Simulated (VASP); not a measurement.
Output of a VASP run:

OSZICAR:
```
       N       E                     dE             d eps       ncg     rms          rms(c)
DAV:   1     0.684400628794E+03    0.68440E+03   -0.25150E+04  4200   0.197E+03
DAV:   2     0.503495714904E+02   -0.63405E+03   -0.61376E+03  4632   0.571E+02
DAV:   3    -0.637327384251E+02   -0.11408E+03   -0.11245E+03  6488   0.214E+02
DAV:   4    -0.689106851949E+02   -0.51779E+01   -0.51732E+01  5852   0.486E+01
DAV:   5    -0.691405222120E+02   -0.22984E+00   -0.22979E+00  5920   0.812E+00    0.312E+01
DAV:   6    -0.520345479023E+02    0.17106E+02   -0.12536E+02  5552   0.103E+02    0.122E+01
DAV:   7    -0.515718577588E+02    0.46269E+00   -0.19265E+01  5556   0.338E+01    0.745E+00
DAV:   8    -0.516437216851E+02   -0.71864E-01   -0.47564E+00  5424   0.196E+01    0.409E+00
DAV:   9    -0.514725485076E+02    0.17117E+00   -0.15680E+00  5688   0.105E+01    0.101E+00
DAV:  10    -0.514891586319E+02   -0.16610E-01   -0.10033E-01  4820   0.253E+00    0.336E-01
DAV:  11    -0.514873495920E+02    0.18090E-02   -0.12126E-02  5484   0.713E-01    0.813E-02
DAV:  12    -0.514877262570E+02   -0.37666E-03   -0.11797E-03  4864   0.278E-01    0.807E-02
DAV:  13    -0.514876880775E+02    0.38180E-04   -0.38166E-04  5944   0.155E-01    0.122E-02
DAV:  14    -0.514877013417E+02   -0.13264E-04   -0.44289E-05  4896   0.569E-02    0.159E-02
DAV:  15    -0.514877000881E+02    0.12536E-05   -0.12415E-05  5372   0.378E-02    0.256E-03
DAV:  16    -0.514877002001E+02   -0.11200E-06   -0.21524E-06  5864   0.912E-03    0.290E-03
DAV:  17    -0.514877000600E+02    0.14009E-06   -0.13597E-06  5304   0.893E-03    0.746E-04
DAV:  18    -0.514877000311E+02    0.28924E-07   -0.50125E-08  2832   0.239E-03
   1 F= -.51487700E+02 E0= -.51487700E+02  d E =0.000000E+00
```

**OUTCAR**
```
------------------------ aborting loop because EDIFF is reached ----------------------------------------
  FORCE on cell =-STRESS in cart. coord.  units (eV):
  Direction    XX          YY          ZZ          XY          YZ          ZX
  --------------------------------------------------------------------------------------
  Total        0.0736557      0.0736557     -0.0085825      0.0000000     -0.0000000      0.0000000
  in kB        1.6426054      1.6426054     -0.1913998      0.0000000     -0.0000000      0.0000000
  external PRESSURE =       1.0312703 kB  Pullay stress =       0.0000000 kB
  volume of cell :       71.84
      direct lattice vectors                 reciprocal lattice vectors
    -1.912042677  1.912042677  4.912791455     0.000000000  0.261500439  0.101775132
     1.912042677 -1.912042677  4.912791455     0.261500439  0.000000000  0.101775132
     1.912042677  1.912042677 -4.912791455     0.261500439  0.261500439  0.000000000
 POSITION                                       TOTAL-FORCE (eV/Angst)
 -----------------------------------------------------------------------------------
     -0.00000      1.91204      2.45640        -0.000000     -0.000000      0.000000
      0.00000      0.00000      0.00000        -0.000000     -0.000000      0.000000
      0.00000      1.91204      0.43608         0.000000     -0.000000      0.004643
      0.00000      0.00000      7.80526        -0.000000      0.000000      0.004643
      0.00000      0.00000      2.02032        -0.000000      0.000000     -0.004643
      0.00000      1.91204      4.47672         0.000000     -0.000000     -0.004643
 -----------------------------------------------------------------------------------
    total drift:                               -0.000000     -0.000000     -0.000000
  FREE ENERGIE OF THE ION-ELECTRON SYSTEM (eV)
  ---------------------------------------------------
  free  energy   TOTEN  =       -51.4877000311 eV

  energy  without entropy=      -51.4877000311  energy(sigma->0) =      -51.48770003

 total charge

# of ion       s       p       d       tot
------------------------------------------
    1        2.211   6.265   1.690  10.166
    2        2.211   6.265   1.690  10.166
    3        1.575   3.493   0.000   5.068
    4        1.575   3.493   0.000   5.068
    5        1.575   3.493   0.000   5.068
    6        1.575   3.493   0.000   5.068
--------------------------------------------------
tot         10.720  26.503   3.380  40.604

 Electric field gradients after diagonalization (V/A^2)
 (convention: |V_zz| > |V_xx| > |V_yy|)
----------------------------------------------------------------------
 ion       V_xx      V_yy      V_zz     asymmetry (V_yy - V_xx)/ V_zz
----------------------------------------------------------------------
   1      -5.079    -5.075    10.154       0.000
   2      -5.079    -5.075    10.154       0.000
   3     -16.374    -5.507    21.881       0.497
   4     -16.374    -5.507    21.881       0.497
   5     -16.374    -5.507    21.881       0.497
   6     -16.374    -5.507    21.881       0.497
```
(Selected blocks of OUTCAR.)

### POSCAR
```
TiO2
1
   -1.9120426774     1.9120426774     4.9127914555
    1.9120426774    -1.9120426774     4.9127914555
    1.9120426774     1.9120426774    -4.9127914555
Ti O
2 4
Direct
  0.7500000000   0.2500000000   0.5000000000
  0.0000000000   0.0000000000   0.0000000000
  0.5443816564   0.0443816564   0.5000000000
  0.7943816564   0.7943816564   0.0000000000
  0.2056183436   0.2056183436   0.0000000000
  0.9556183436   0.4556183436   0.5000000000
```

Q: Reconstruct the remaining input files.

A: This is not unique; one that fits is the input of the run itself, RPBE GGA, plane waves, VASP's PBE PAW potentials (set 64).

INCAR:
```
ALGO = Normal
EDIFF = 1E-7
ENCUT = 520
GGA = RP
ISIF = 2
ISMEAR = -5
LASPH = .TRUE.
LCHARG = .TRUE.
LEFG = .TRUE.
LMAXMIX = 4
LORBIT = 11
LREAL = .FALSE.
LWAVE = .FALSE.
NEDOS = 601
NELM = 100
PREC = Accurate
SYSTEM = TiO2
```

File KPOINTS:
```
K-points
0
gamma
  9 9 9
```

POTCAR, in this order: Ti_sv O (PBE.64 set). Program: vasp_std.

The compound is TiO2 in the anatase structure, one of several forms; rutile is the usual stable one. It was relaxed first, which changed the volume by +5 %.
